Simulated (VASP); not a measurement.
# TaV (Cmmm) in VASP: notebook

Runs on TaV. Level: LDA. Tasks: relaxation of cell and atoms.

Everything below comes from runs of VASP 6.6.1. Logs are shortened: lines on timing, memory, paths and dates and some standing lists are left out, and cuts for length are marked.

### 1 Starting point

Symmetry: Cmmm, No. 65, orthorhombic system. Conventional cell: a = 3.213 Å, b = 4.616 Å, c = 4.341 Å, α = 90.00°, β = 90.00°, γ = 90.00°. Ta (site symmetry mmm) has 4 V at 2.70 Å and 4 Ta at 2.81 Å as nearest neighbours. Around V (site symmetry mmm) lie 4 Ta at 2.70 Å and 4 V at 2.81 Å.

The cell comes from a database or a generator and needn't be the stable form of this composition.

### 2 Relaxation of cell and atoms, LDA, collinear spin, ferromagnetic start, target pressure 2 GPa, at which the enthalpy is minimised

INCAR reads:

```
SYSTEM = TaV
ALGO     = Normal         ! electronic algorithm
EDIFF    = 1E-7           ! SCF threshold, eV
EDIFFG   = -0.005         ! ionic threshold
ENCUT    = 600            ! plane-wave cutoff, eV
IBRION   = 2              ! ionic algorithm
ISIF     = 3              ! what is computed and relaxed
ISMEAR   = -1             ! smearing method
ISPIN    = 2              ! spin polarisation
LASPH    = .True.         ! aspherical terms in the spheres
LCHARG   = .False.        ! write CHGCAR
LMAXMIX  = 4              ! l up to which the mixer works
LORBIT   = 11             ! projections on sites
LREAL    = .False.        ! projectors in reciprocal space
LWAVE    = .False.        ! write WAVECAR
MAGMOM   = 0 2            ! initial moments
NELM     = 120            ! most SCF steps
NSW      = 60             ! ionic steps
PREC     = Accurate       ! precision mode
PSTRESS  = 20           
SIGMA    = 0.05           ! smearing width, eV
```

KPOINTS reads:

```
k-points
0
Gamma
  7 7 5
  0 0 0
```

POSCAR reads:

```
TaV
1.0
    1.6067000000     -2.3077750000      0.0000000000
    1.6067000000      2.3077750000      0.0000000000
    0.0000000000      0.0000000000      4.3413610000
Ta V
1 1
Direct
    0.0000000000      0.0000000000      0.0000000000
    0.5000000000      0.5000000000      0.5000000000
```

Potentials or basis: VASP PAW LDA potentials, release 64 (Ta_pv, V_sv).

Run with:

```console
> cat potpaw_LDA.64/Ta_pv/POTCAR potpaw_LDA.64/V_sv/POTCAR > POTCAR
> mpirun -np 1 vasp_std > vasp.out
```

OUTCAR:

```text
SYSTEM = TaV
   EDIFF = 1E-7
   EDIFFG = -0.005
   ENCUT = 600
   IBRION = 2
   ISIF = 3
   ISMEAR = -1
   ISPIN = 2
   LASPH = .True.
   LORBIT = 11
   LREAL = .False.
   NELM = 120
   NSW = 60
   PREC = Accurate
   PSTRESS = 20

 ion  position               nearest neighbor table
   1  0.000  0.000  0.000-   2 2.70   2 2.70   2 2.70   2 2.70   2 3.17   2 3.17   2 3.17   2 3.17

   2  0.500  0.500  0.500-   1 2.70   1 2.70   1 2.70   1 2.70   1 3.17   1 3.17   1 3.17   1 3.17

  LATTYP: Found a base centered orthorhombic cell.
 ALAT       =     3.2134000000
 B/A-ratio  =     1.4363446816
 C/A-ratio  =     1.3510179249

  Lattice vectors:

 A1 = (   1.6067000000,  -2.3077750000,   0.0000000000)
 A2 = (   1.6067000000,   2.3077750000,   0.0000000000)
 A3 = (   0.0000000000,   0.0000000000,   4.3413610000)

Analysis of symmetry for initial positions (statically):
=====================================================================
 Subroutine PRICEL returns:
 Original cell was already a primitive cell.

 Routine SETGRP: Setting up the symmetry group for a
 base centered orthorhombic supercell.

 Subroutine GETGRP returns: Found  8 space group operations
 (whereof  8 operations were pure point group operations)
 out of a pool of  8 trial point group operations.

The static configuration has the point symmetry D_2h.

Analysis of symmetry for dynamics (positions and initial velocities):
=====================================================================
 Subroutine PRICEL returns:
 Original cell was already a primitive cell.

 Routine SETGRP: Setting up the symmetry group for a
 base centered orthorhombic supercell.

 Subroutine GETGRP returns: Found  8 space group operations
 (whereof  8 operations were pure point group operations)
 out of a pool of  8 trial point group operations.

The dynamic configuration has the point symmetry D_2h.

Analysis of structural, dynamic, and magnetic symmetry:
=====================================================================
 Subroutine PRICEL returns:
 Original cell was already a primitive cell.

 Routine SETGRP: Setting up the symmetry group for a
 base centered orthorhombic supercell.

 Subroutine GETGRP returns: Found  8 space group operations
 (whereof  8 operations were pure point group operations)
 out of a pool of  8 trial point group operations.

The overall configuration has the point symmetry D_2h.

 Subroutine INISYM returns: Found  8 space group operations
 (whereof  8 operations are pure point group operations),
 and found     1 'primitive' translations

[... 107 lines left out ...]
   EMIN   =  10.00;   EMAX   =-10.00  energy-range for DOS
   EFERMI =   0.00;   METHOD = LEGACY
   ISMEAR =    -1;   SIGMA  =   0.05  broadening in eV -4-tet -1-fermi 0-gaus
   EFERMI_NEDOS =   21; number of points for ismear=-14 and -15
   IALGO  =     38    algorithm
   IMIX   =      4    mixing-type and parameters
     AMIX     =   0.40;   BMIX     =  1.00
     AMIX_MAG =   1.60;   BMIX_MAG =  1.00
  volume/ion in A,a.u.               =      16.10       108.63
  Fermi-wavevector in a.u.,A,eV,Ry     =   1.484399  2.805107 29.979609  2.203439
  Thomas-Fermi vector in A             =   2.597940
   LORBIT       =     11    0 simple, 1 ext, 2 COOP (PROOUT), +10 PAW based schemes
   GGA     = CA    functional components
   LHFCALC =     F    Hartree Fock is set to
   AEXX    =    0.0000 exact exchange contribution
   IVDW    =     0    specifies the selected vdW correction
   LEPSILON=     F    determine dielectric tensor
   LRPA    =     F    only Hartree local field effects (RPA)
 conjugate gradient relaxation of ions
 spin polarized calculation
  energy-cutoff  :      600.00
  volume of cell :       32.19
 maximum number of plane-waves:      1103
   NGX = 11   NGY = 11   NGZ = 17

--------------------------------------- Ionic step        1  -------------------------------------------

 number of electron      24.0000002 magnetization       0.0224478

 number of electron      24.0000002 magnetization      -0.0000857

 Free energy of the ion-electron system (eV)
  ---------------------------------------------------
  ext. energy  EPLUGINS =         0.00000000
  ---------------------------------------------------
  free energy    TOTEN  =       -22.53447956 eV

  energy without entropy =      -22.50114699  energy(sigma->0) =      -22.51781328

------------------------ aborting loop because EDIFF is reached ----------------------------------------

  FORCE on cell =-STRESS in cart. coord.  units (eV):
  Direction    XX          YY          ZZ          XY          YZ          ZX
  --------------------------------------------------------------------------------------
  -------------------------------------------------------------------------------------
  Total       -2.5467344     -2.3532406     -2.3600544      0.0000000      0.0000000      0.0000000
  in kB     -126.7389445   -117.1096717   -117.4487627      0.0000000      0.0000000      0.0000000
  external PRESSURE =    -140.4324596 kB  Pullay stress =      20.0000000 kB
[... 301 lines left out ...]
 number of electron      23.9999999 magnetization      -0.0000003

 number of electron      23.9999999 magnetization       0.0000004

 Free energy of the ion-electron system (eV)
  ---------------------------------------------------
  ext. energy  EPLUGINS =         0.00000000
  ---------------------------------------------------
  free energy    TOTEN  =       -22.61482516 eV

  energy without entropy =      -22.58777748  energy(sigma->0) =      -22.60130132

 E-fermi :   7.6625     XC(G=0): -13.2472

 val. band max:        7.6537018815   @ k =   0.1429   0.1429   0.2000
 cond. band min:       7.6692191088   @ k =   0.0000   0.0000   0.4000
 fundamental gap:      0.0155172273
 Fermi energy:         7.6624737560

 spin component 1

 k-point     1 :       0.0000    0.0000    0.0000
  band No.  band energies     occupation
      1     -55.1381      1.00000
      2     -29.5316      1.00000
      3     -29.2491      1.00000
      4     -29.1545      1.00000
      5     -25.4862      1.00000
      6     -24.9847      1.00000
[... 459 lines left out ...]
      6     -25.4067      1.00000
[... 9 lines left out ...]
     16      11.3598      0.00000
     17      12.3305      0.00000

 [... further k-points ...]

 spin component 2

 k-point     1 :       0.0000    0.0000    0.0000
  band No.  band energies     occupation
      1     -55.1381      1.00000
      2     -29.5316      1.00000
      3     -29.2491      1.00000
      4     -29.1545      1.00000
      5     -25.4862      1.00000
      6     -24.9847      1.00000
[... 504 lines left out ...]
  energy  without entropy=      -22.5877774810  energy(sigma->0) =      -22.60130132

  enthalpy is  TOTEN    =       -22.2422038148 eV   P V=        0.3726213410

 reached required accuracy - stopping structural energy minimisation

 total charge

# of ion       s       p       d       tot
------------------------------------------
    1        0.412   6.173   2.590   9.174
    2        2.331   6.216   3.145  11.692
--------------------------------------------------
tot          2.743  12.389   5.735  20.866

 magnetization (x)

# of ion       s       p       d       tot
------------------------------------------
    1       -0.000  -0.000  -0.000  -0.000
    2        0.000  -0.000   0.000   0.000
--------------------------------------------------
tot         -0.000  -0.000  -0.000  -0.000
```

It took 2.9 min on 1 thread of AMD EPYC 9R45 (Zen 5), shared host; peak memory 0.17 GiB.

Results:

* Free energy: -22.6148 eV
* Relaxed volume: 14.93 Å³/atom
* Relaxed cell: a = 2.746 Å, b = 2.746 Å, c = 4.230 Å, α = 90.00°, β = 90.00°, γ = 110.67°
* Space group after relaxing (to 0.05 Å): Cmmm (No. 65)
* Energy change on relaxing (the enthalpy is what falls): -40.2 meV/atom
* Ionic steps: 9
* Pressure after relaxing: 2.0 GPa
* Band gap on the k mesh: none (metal or under the smearing width)
* Net moment: 0.00 μB per cell
* Valence electrons inside the program's atomic spheres: Ta 9.17; V 11.69

Step by step:
| step | energy change (eV) | largest force (eV/Å) | pressure (GPa) | volume (Å³) |
| --- | --- | --- | --- | --- |
| 1 | 0.0000 | 0.0000 | -12.04 | 32.19 |
| 2 | 0.3682 | 0.0000 | 39.65 | 26.06 |
| 3 | -0.0812 | 0.0000 | 1.24 | 29.95 |
| 4 | -0.0802 | 0.0000 | 1.96 | 29.86 |
| 5 | -0.0796 | 0.0000 | 2.29 | 29.81 |
| 6 | -0.0810 | 0.0000 | 1.55 | 29.91 |
| 7 | -0.0806 | 0.0000 | 1.80 | 29.88 |
| 8 | -0.0804 | 0.0000 | 1.98 | 29.86 |
| 9 | -0.0803 | 0.0000 | 2.01 | 29.85 |

Final structure:
```
Ta V
1.0
     1.56189   -2.25880    0.00000
     1.56189    2.25880    0.00000
     0.00000    0.00000    4.23049
Ta V
1 1
Direct
  0.00000 0.00000 0.00000
  0.50000 0.50000 0.50000
```

Levels at points of the mesh, in eV from the Fermi level:
Spin up:
| k point | band 10 | band 11 | band 12 | band 13 | band 14 | band 15 |
| --- | --- | --- | --- | --- | --- | --- |
| (0.00, 0.00, 0.00) | -1.47 | 0.03 | 0.45 | 0.92 | 2.14 | 2.38 |
Spin down:
```tsv
k point	band 10	band 11	band 12	band 13	band 14	band 15
(0.00, 0.00, 0.00)	-1.47	0.03	0.45	0.92	2.14	2.38
```

Caveat: the cell is relaxed towards a set pressure, so the enthalpy falls and the energy may rise. Spin-orbit coupling is left out, which matters for the levels of Ta.

### 3 Relaxation of cell and atoms, LDA, collinear spin, ferromagnetic start, target pressure 5 GPa, at which the enthalpy is minimised

INCAR, as its differences from that of step 2:

```diff
@@ -19,3 +19,3 @@
 PREC     = Accurate       ! precision mode
-PSTRESS  = 20           
+PSTRESS  = 50           
 SIGMA    = 0.05           ! smearing width, eV
```

KPOINTS is that of step 2.

POSCAR is that of step 2.

Potentials or basis: VASP PAW LDA potentials, release 64 (Ta_pv, V_sv).

Run with:

```console
> cat potpaw_LDA.64/Ta_pv/POTCAR potpaw_LDA.64/V_sv/POTCAR > POTCAR
> mpirun -np 1 vasp_std > vasp.out
```

Run time: 2.8 min. Hardware: 1 thread of AMD EPYC 9R45 (Zen 5), shared host; peak memory 0.17 GiB.

It converged, with:

```yaml
Free_energy: -22.6061 eV
Relaxed_volume: 14.72 Å³/atom
Relaxed_cell: a = 2.735 Å, b = 2.735 Å, c = 4.208 Å, α = 90.00°, β = 90.00°, γ = 110.65°
Space_group_after_relaxing_to_0.05_Å: Cmmm (No. 65)
Energy_change_on_relaxing_the_enthalpy_is_what_falls: -35.8 meV/atom
Ionic_steps: 9
Pressure_after_relaxing: 5.0 GPa
Band_gap_on_the_k_mesh: none (metal or under the smearing width)
Net_moment: 0.00 μB per cell
Valence_electrons_inside_the_program's_atomic_spheres: Ta 9.20; V 11.72
```

The path:
```csv
step,energy change (eV),largest force (eV/Å),pressure (GPa),volume (Å³)
1,0.0000,0.0000,-12.04,32.19
2,0.7297,0.0000,57.50,24.86
3,-0.0754,0.0000,3.91,29.59
4,-0.0721,0.0000,4.83,29.47
5,-0.0704,0.0000,5.25,29.42
6,-0.0732,0.0000,4.58,29.50
7,-0.0726,0.0000,4.74,29.48
8,-0.0715,0.0000,5.03,29.45
9,-0.0716,0.0000,5.01,29.45
```

Final structure:
```
CELL_PARAMETERS angstrom
1.55580 -2.24882 0.00000
1.55580 2.24882 0.00000
0.00000 0.00000 4.20834
ATOMIC_POSITIONS crystal
Ta 0.00000 0.00000 0.00000
V 0.50000 0.50000 0.50000
```

Levels at points of the mesh, in eV from the Fermi level:
Spin up:
```
           k point  band 9  band 10  band 11  band 12  band 13  band 14  band 15  band 16
(0.00, 0.00, 0.00)   -4.03    -1.51     0.02     0.46     0.93     2.17     2.43     2.75
```
Spin down:
| k point | band 8 | band 9 | band 10 | band 11 | band 12 | band 13 | band 14 | band 15 | band 16 | band 17 |
| --- | --- | --- | --- | --- | --- | --- | --- | --- | --- | --- |
| (0.00, 0.00, 0.00) | -7.50 | -4.03 | -1.51 | 0.02 | 0.46 | 0.93 | 2.17 | 2.43 | 2.75 | 4.38 |

Caveat: the cell is relaxed towards a set pressure, so the enthalpy falls and the energy may rise. The run has no spin-orbit coupling, so splittings on Ta are missing.

### 4 Relaxation of cell and atoms, LDA, collinear spin, ferromagnetic start, target pressure 10 GPa, at which the enthalpy is minimised

INCAR, as its differences from that of step 3:

```diff
@@ -19,3 +19,3 @@
 PREC     = Accurate       ! precision mode
-PSTRESS  = 50           
+PSTRESS  = 100          
 SIGMA    = 0.05           ! smearing width, eV
```

KPOINTS is that of step 3.

POSCAR is that of step 3.

Run with:

```console
> cat potpaw_LDA.64/Ta_pv/POTCAR potpaw_LDA.64/V_sv/POTCAR > POTCAR
> mpirun -np 1 vasp_std > vasp.out
```

Run time: 3.2 min. Hardware: 1 thread of AMD EPYC 9R45 (Zen 5), shared host; peak memory 0.17 GiB.

Results (log left out):

```
Free energy                                            : -22.5774 eV
Relaxed volume                                         : 14.42 Å³/atom
Relaxed cell                                           : a = 2.717 Å, b = 2.717 Å, c = 4.171 Å, α = 90.00°, β = 90.00°, γ = 110.58°
Space group after relaxing (to 0.05 Å)                 : Cmmm (No. 65)
Energy change on relaxing (the enthalpy is what falls) : -21.5 meV/atom
Ionic steps                                            : 10
Pressure after relaxing                                : 10.0 GPa
Band gap on the k mesh                                 : none (metal or under the smearing width)
Net moment                                             : 0.00 μB per cell
Valence electrons inside the program's atomic spheres  : Ta 9.25; V 11.76
```

The path:
```tsv
step	energy change (eV)	largest force (eV/Å)	pressure (GPa)	volume (Å³)
1	0.0000	0.0000	-12.04	32.19
2	1.6296	0.0000	94.76	22.94
3	-0.0566	0.0000	7.91	29.08
4	-0.0457	0.0000	9.59	28.88
5	-0.0417	0.0000	10.14	28.82
6	-0.0419	0.0000	10.13	28.82
7	-0.0418	0.0000	10.13	28.81
8	-0.0449	0.0000	9.71	28.86
9	-0.0433	0.0000	9.93	28.84
10	-0.0429	0.0000	9.98	28.83
```

Final structure:
```
CELL_PARAMETERS angstrom
1.54734 -2.23362 0.00000
1.54734 2.23362 0.00000
0.00000 0.00000 4.17102
ATOMIC_POSITIONS crystal
Ta 0.00000 0.00000 0.00000
V 0.50000 0.50000 0.50000
```

Levels at points of the mesh, in eV from the Fermi level:
Spin up:
```csv
k point,band 9,band 10,band 11,band 12,band 13,band 14,band 15,band 16
"(0.00, 0.00, 0.00)",-4.13,-1.59,-0.02,0.46,0.95,2.21,2.50,2.91
```
Spin down:
| k point | band 8 | band 9 | band 10 | band 11 | band 12 | band 13 | band 14 | band 15 | band 16 | band 17 |
| --- | --- | --- | --- | --- | --- | --- | --- | --- | --- | --- |
| (0.00, 0.00, 0.00) | -7.55 | -4.13 | -1.59 | -0.02 | 0.46 | 0.95 | 2.21 | 2.50 | 2.91 | 4.49 |

Caveat: the cell is relaxed towards a set pressure, so the enthalpy falls and the energy may rise. The run has no spin-orbit coupling, so splittings on Ta are missing.

[end of part 1 of 2]
